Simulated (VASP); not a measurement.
Input:

```yaml
crystal:
  lattice:
    - [3.92000, 0.00000, 0.00000]
    - [0.00000, 3.92000, 0.00000]
    - [0.00000, 0.00000, 3.92000]
  atoms:
    - { symbol: Ti, position: [0.00000, 0.00000, 0.00000] }
    - { symbol: Pt, position: [0.00000, 0.50000, 0.50000] }
    - { symbol: Pt, position: [0.50000, 0.00000, 0.50000] }
    - { symbol: Pt, position: [0.50000, 0.50000, 0.00000] }
```

Level of theory: PBE GGA, VASP's PBE PAW potentials (set 64) (plane waves; VASP). Settings: LASPH = .FALSE., 400 eV cut-off, 7×7×7 Γ-centred mesh, first-order Methfessel-Paxton smearing of 0.10 eV, potentials Ti_sv Pt.

Give the stress tensor in GPa (positive for a compressed cell).

```
4.81  0.00  0.00
0.00  4.81  0.00
0.00  0.00  4.81
```
The pressure is its mean diagonal, 4.81 GPa.

The compound is Pt3Ti in the L1_2 structure. The cell was not relaxed at this level. The run is one of a series of settings (LASPH = .FALSE. against the base run), some of them coarse on purpose.
